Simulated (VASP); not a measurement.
Output of a VASP run:

### OSZICAR
```
       N       E                     dE             d eps       ncg     rms          rms(c)
DAV:   1     0.164766563179E+03    0.16477E+03   -0.18193E+04  2008   0.153E+03
DAV:   2    -0.461247024264E+02   -0.21089E+03   -0.20503E+03  2688   0.325E+02
DAV:   3    -0.531195030378E+02   -0.69948E+01   -0.69763E+01  2396   0.632E+01
DAV:   4    -0.531734046672E+02   -0.53902E-01   -0.53832E-01  2356   0.629E+00
DAV:   5    -0.531740201508E+02   -0.61548E-03   -0.61539E-03  2332   0.655E-01    0.168E+01
DAV:   6    -0.490208487120E+02    0.41532E+01   -0.16248E+01  2248   0.283E+01    0.794E+00
DAV:   7    -0.489938744543E+02    0.26974E-01   -0.46689E-01  2348   0.474E+00    0.297E+00
DAV:   8    -0.489855095330E+02    0.83649E-02   -0.16345E-02  2280   0.135E+00    0.100E+00
DAV:   9    -0.489858596920E+02   -0.35016E-03   -0.45798E-03  2368   0.741E-01    0.265E-01
DAV:  10    -0.489859670791E+02   -0.10739E-03   -0.44556E-04  2352   0.180E-01    0.403E-02
DAV:  11    -0.489859404083E+02    0.26671E-04   -0.11128E-04  2316   0.811E-02    0.813E-03
DAV:  12    -0.489859406858E+02   -0.27748E-06   -0.73390E-06  2336   0.200E-02    0.364E-03
DAV:  13    -0.489859406097E+02    0.76077E-07   -0.92605E-07  2336   0.753E-03
   1 F= -.48985941E+02 E0= -.48985941E+02  d E =0.000000E+00
```

**OUTCAR**
```
------------------------ aborting loop because EDIFF is reached ----------------------------------------
  FORCE on cell =-STRESS in cart. coord.  units (eV):
  Direction    XX          YY          ZZ          XY          YZ          ZX
  --------------------------------------------------------------------------------------
  Total       -0.0561744     -0.0561744     -0.0140416      0.0000000      0.0000000      0.0000000
  in kB       -1.9057063     -1.9057063     -0.4763584      0.0000000      0.0000000      0.0000000
  external PRESSURE =      -1.4292570 kB  Pullay stress =       0.0000000 kB
  volume of cell :       47.23
      direct lattice vectors                 reciprocal lattice vectors
     4.195452064  0.000000000  0.000000000     0.238353337  0.000000000  0.000000000
     0.000000000  4.195452064  0.000000000     0.000000000  0.238353337  0.000000000
     0.000000000  0.000000000  2.683091574     0.000000000  0.000000000  0.372704387
 POSITION                                       TOTAL-FORCE (eV/Angst)
 -----------------------------------------------------------------------------------
      2.09773      2.09773      1.34155         0.000000     -0.000000      0.000000
      0.00000      0.00000      0.00000         0.000000     -0.000000      0.000000
      2.91198      2.91198      0.00000         0.001932      0.001932      0.000000
      1.28347      1.28347      0.00000        -0.001932     -0.001932     -0.000000
      3.38120      0.81425      1.34155        -0.001932      0.001932      0.000000
      0.81425      3.38120      1.34155         0.001932     -0.001932      0.000000
 -----------------------------------------------------------------------------------
    total drift:                                0.000000      0.000000     -0.000000
  FREE ENERGIE OF THE ION-ELECTRON SYSTEM (eV)
  ---------------------------------------------------
  free  energy   TOTEN  =       -48.9859406097 eV

  energy  without entropy=      -48.9859406097  energy(sigma->0) =      -48.98594061

 total charge

# of ion       s       p       d       tot
------------------------------------------
    1        0.589   0.869   0.000   1.458
    2        0.589   0.869   0.000   1.458
    3        1.544   3.664   0.000   5.208
    4        1.544   3.664   0.000   5.208
    5        1.544   3.664   0.000   5.208
    6        1.544   3.664   0.000   5.208
--------------------------------------------------
tot          7.356  16.394   0.000  23.750

 Electric field gradients after diagonalization (V/A^2)
 (convention: |V_zz| > |V_xx| > |V_yy|)
----------------------------------------------------------------------
 ion       V_xx      V_yy      V_zz     asymmetry (V_yy - V_xx)/ V_zz
----------------------------------------------------------------------
   1     -16.596    -2.815    19.411       0.710
   2     -16.596    -2.815    19.411       0.710
   3      62.175    46.814  -108.989       0.141
   4      62.175    46.814  -108.989       0.141
   5      62.175    46.814  -108.989       0.141
   6      62.175    46.814  -108.989       0.141
```
(Selected blocks of OUTCAR.)

POSCAR:
```
SiO2
1
    4.1954520639    -0.0000000000     0.0000000000
    0.0000000000     4.1954520639     0.0000000000
    0.0000000000     0.0000000000     2.6830915744
Si O
2 4
Direct
  0.5000000000   0.5000000000   0.5000000000
  0.0000000000   0.0000000000   0.0000000000
  0.6940798085   0.6940798085   0.0000000000
  0.3059201915   0.3059201915   0.0000000000
  0.8059201915   0.1940798085   0.5000000000
  0.1940798085   0.8059201915   0.5000000000
```

### Question
Write an INCAR and KPOINTS that could have produced this output.

### Answer
Several could match; the one computed here: the input of the run itself, PBEsol GGA, plane waves, VASP's PBE PAW potentials (set 64).

INCAR:
```
! general
SYSTEM  =  SiO2
PREC    =  Accurate
ENCUT   =  520
LREAL   =  .False.
LASPH   =  .True.

! electronic loop
EDIFF   =  1E-7
NELM    =  100
ALGO    =  Normal

! smearing
ISMEAR  =  -5

! functional
GGA     =  PS

! ions
ISIF    =  2

! output
LWAVE   =  .False.
LCHARG  =  .True.
LORBIT  =  11
NEDOS   =  601

! other
LEFG    =  .True.
```

### KPOINTS
```
Automatic mesh
0
Gamma
6 6 9
0 0 0
```

POTCAR, in this order: Si O (PBE.64 set). Program: vasp_std.

The structure comes from a computed database's SiO2 entry (P4_2/mnm); how it stands against other phases isn't given here. It was relaxed first.
